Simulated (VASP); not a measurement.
These are SCAN meta-GGA, VASP's PBE PAW potentials (set 64) (plane waves; VASP 6.6.1) values and carry that method's errors.

VASP ran on this input.

**POSCAR**
```
Al
2.0008260
  0.0000000000   0.9999998268   0.9999998268
  0.9999998268   0.0000000000   0.9999998268
  0.9999998268   0.9999998268   0.0000000000
Al
1
direct
  1.0000000000   0.0000000000   0.0000000000
```

**INCAR**
```
# general
SYSTEM   =  Al
PREC     =  Accurate
ENCUT    =  520
LREAL    =  .FALSE.
LASPH    =  .TRUE.

# electronic loop
EDIFF    =  1E-7
NELM     =  100
ALGO     =  Normal
LMIXTAU  =  .TRUE.

# smearing
ISMEAR   =  -5

# functional
METAGGA  =  SCAN

# ions
ISIF     =  2

# output
LWAVE    =  .FALSE.
LCHARG   =  .FALSE.
LORBIT   =  11
NEDOS    =  601
```

**KPOINTS**
```
K-points
0
gamma
 17 17 17
```

**KPOINTS_OPT**
```
k-points along high-symmetry lines
10
Line-mode
Reciprocal
  0.000000   0.000000   0.000000 ! GAMMA
  0.500000   0.000000   0.500000 ! X

  0.500000   0.000000   0.500000 ! X
  0.625000   0.250000   0.625000 ! U

  0.375000   0.375000   0.750000 ! K
  0.000000   0.000000   0.000000 ! GAMMA

  0.000000   0.000000   0.000000 ! GAMMA
  0.500000   0.500000   0.500000 ! L

  0.500000   0.500000   0.500000 ! L
  0.500000   0.250000   0.750000 ! W

  0.500000   0.250000   0.750000 ! W
  0.500000   0.000000   0.500000 ! X
```

POTCAR, in this order: Al (PBE.64 set). Program: vasp_std.

The resulting files:

File OSZICAR:
```
       N       E                     dE             d eps       ncg     rms          rms(c)
DAV:   1    -0.585205878399E+01   -0.58521E+01   -0.87566E+02  1720   0.336E+02
DAV:   2    -0.795827833119E+01   -0.21062E+01   -0.20602E+01  2135   0.321E+01
DAV:   3    -0.797804092649E+01   -0.19763E-01   -0.20101E-01  2195   0.370E+00
DAV:   4    -0.797810881281E+01   -0.67886E-04   -0.70352E-04  2195   0.212E-01
DAV:   5    -0.797810923231E+01   -0.41949E-06   -0.42289E-06  2225   0.146E-02    0.308E+00
DAV:   6    -0.802166243457E+01   -0.43553E-01   -0.15723E-01  2130   0.297E+00    0.207E+00
DAV:   7    -0.806850893527E+01   -0.46847E-01   -0.11146E-01  1880   0.257E+00    0.105E+00
DAV:   8    -0.780928674379E+01    0.25922E+00   -0.15789E-01  1670   0.350E+00    0.202E-01
DAV:   9    -0.774425922058E+01    0.65028E-01   -0.19629E-01  1650   0.532E+00    0.335E-01
DAV:  10    -0.775695592443E+01   -0.12697E-01   -0.11565E-01  1660   0.367E+00    0.352E-01
DAV:  11    -0.774295831365E+01    0.13998E-01   -0.11304E-01  1650   0.386E+00    0.157E-01
DAV:  12    -0.779993926736E+01   -0.56981E-01   -0.15129E-01  1650   0.471E+00    0.279E-01
DAV:  13    -0.775051470939E+01    0.49425E-01   -0.19245E-01  1650   0.482E+00    0.136E-01
DAV:  14    -0.774708246452E+01    0.34322E-02   -0.30251E-03  2100   0.550E-01    0.117E-01
DAV:  15    -0.774369574541E+01    0.33867E-02   -0.53687E-03  1700   0.699E-01    0.875E-02
DAV:  16    -0.774259471531E+01    0.11010E-02   -0.16661E-03  1910   0.409E-01    0.710E-02
DAV:  17    -0.774394954295E+01   -0.13548E-02   -0.18309E-03  1650   0.374E-01    0.803E-02
DAV:  18    -0.774426744085E+01   -0.31790E-03   -0.38902E-04  1745   0.292E-01    0.576E-02
DAV:  19    -0.774401252443E+01    0.25492E-03   -0.40448E-04  1660   0.317E-01    0.423E-02
DAV:  20    -0.774381296351E+01    0.19956E-03   -0.16956E-04  1900   0.157E-01    0.371E-02
DAV:  21    -0.774381614888E+01   -0.31854E-05   -0.42343E-06  1935   0.250E-02    0.385E-02
DAV:  22    -0.774381014994E+01    0.59989E-05   -0.76335E-06  1660   0.475E-02    0.407E-02
DAV:  23    -0.774388256006E+01   -0.72410E-04   -0.43560E-05  1650   0.790E-02    0.477E-02
DAV:  24    -0.774388315053E+01   -0.59048E-06   -0.36462E-07  2225   0.621E-03    0.466E-02
DAV:  25    -0.774394494540E+01   -0.61795E-04   -0.74245E-06  1660   0.290E-02    0.422E-02
DAV:  26    -0.774406876139E+01   -0.12382E-03   -0.12023E-04  1655   0.128E-01    0.288E-02
DAV:  27    -0.774410276885E+01   -0.34007E-04   -0.30526E-05  1865   0.744E-02    0.276E-02
DAV:  28    -0.774413866196E+01   -0.35893E-04   -0.26387E-05  1655   0.702E-02    0.242E-02
DAV:  29    -0.774420626636E+01   -0.67604E-04   -0.66742E-05  1715   0.971E-02    0.153E-02
DAV:  30    -0.774423894839E+01   -0.32682E-04   -0.37431E-05  1800   0.793E-02    0.142E-02
DAV:  31    -0.774425066926E+01   -0.11721E-04   -0.43876E-06  1885   0.219E-02    0.129E-02
DAV:  32    -0.774426474424E+01   -0.14075E-04   -0.61148E-06  1765   0.284E-02    0.590E-03
DAV:  33    -0.774427592254E+01   -0.11178E-04   -0.49868E-06  1780   0.240E-02    0.112E-03
DAV:  34    -0.774427790770E+01   -0.19852E-05   -0.63852E-07  1760   0.112E-02    0.747E-04
DAV:  35    -0.774427808632E+01   -0.17863E-06   -0.22303E-07  1720   0.793E-03    0.108E-03
DAV:  36    -0.774427747535E+01    0.61098E-06   -0.64727E-08  1360   0.371E-03    0.103E-03
DAV:  37    -0.774427784842E+01   -0.37307E-06   -0.25306E-08   860   0.198E-03    0.827E-04
DAV:  38    -0.774427777802E+01    0.70395E-07   -0.92000E-09   840   0.108E-03
   1 F= -.77442778E+01 E0= -.77442778E+01  d E =0.000000E+00
       N       E                     dE             ncg
```

**OUTCAR**
```
------------------------ aborting loop because EDIFF is reached ----------------------------------------
  FORCE on cell =-STRESS in cart. coord.  units (eV):
  Direction    XX          YY          ZZ          XY          YZ          ZX
  --------------------------------------------------------------------------------------
  Total       -0.0184538     -0.0184538     -0.0184538     -0.0000000     -0.0000000      0.0000000
  in kB       -1.8456051     -1.8456051     -1.8456051     -0.0000000     -0.0000000      0.0000000
  external PRESSURE =      -1.8456051 kB  Pullay stress =       0.0000000 kB
  volume of cell :       16.02
      direct lattice vectors                 reciprocal lattice vectors
     0.000000000  2.000825654  2.000825654    -0.249896836  0.249896836  0.249896836
     2.000825654  0.000000000  2.000825654     0.249896836 -0.249896836  0.249896836
     2.000825654  2.000825654  0.000000000     0.249896836  0.249896836 -0.249896836
 POSITION                                       TOTAL-FORCE (eV/Angst)
 -----------------------------------------------------------------------------------
      0.00000      0.00000      0.00000         0.000000      0.000000      0.000000
 -----------------------------------------------------------------------------------
    total drift:                                0.000000     -0.000000     -0.000000
  FREE ENERGIE OF THE ION-ELECTRON SYSTEM (eV)
  ---------------------------------------------------
  free  energy   TOTEN  =        -7.7442777780 eV

  energy  without entropy=       -7.7442777780  energy(sigma->0) =       -7.74427778

 total charge

# of ion       s       p       d       tot
------------------------------------------
    1        0.431   0.366   0.000   0.797
```
(Selected blocks of OUTCAR.)

**OUTCAR**
```
 val. band max:        8.4239921232   @ k =  -0.2353   0.3529   0.1176

 cond. band min:       8.0342883503   @ k =  -0.3529   0.4118   0.0588


 Fermi energy:         8.3474021469

 k-point     1 :       0.0000    0.0000    0.0000
  band No.  band energies     occupation
      1      -3.4212      2.00000
      2      21.5852      0.00000
      3      21.5852      0.00000
      4      21.5852      0.00000
      5      23.3640      0.00000

 k-point     2 :       0.0588    0.0000    0.0000
  band No.  band energies     occupation
      1      -3.3219      2.00000
      2      19.8782      0.00000
      3      21.2650      0.00000
      4      21.2650      0.00000
      5      23.8391      0.00000

 k-point     3 :       0.1176    0.0000    0.0000
  band No.  band energies     occupation
      1      -3.0245      2.00000
      2      17.3895      0.00000
      3      20.7291      0.00000
      4      20.7291      0.00000
      5      23.7728      0.00000

 k-point     4 :       0.1765    0.0000    0.0000
  band No.  band energies     occupation
      1      -2.5301      2.00000
      2      14.9041      0.00000
      3      20.2669      0.00000
      4      20.2669      0.00000
      5      23.5328      0.00000

 k-point     5 :       0.2353    0.0000    0.0000
  band No.  band energies     occupation
      1      -1.8410      2.00000
      2      12.5181      0.00000
      3      19.9407      0.00000
      4      19.9407      0.00000
      5      23.3210      0.00000

 k-point     6 :       0.2941    0.0000    0.0000
  band No.  band energies     occupation
      1      -0.9600      2.00000
      2      10.2642     -0.00916
      3      19.7676      0.00000
      4      19.7676      0.00000
      5      23.0926      0.00000

 k-point     7 :       0.3529    0.0000    0.0000
  band No.  band energies     occupation
      1       0.1092      2.00000
      2       8.1589      1.20197
      3      19.7537      0.00000
...
```

For a metal the tetrahedron method with Blöchl corrections gives inexact stress and forces.

The compound is Al in the fcc structure. It was relaxed first.
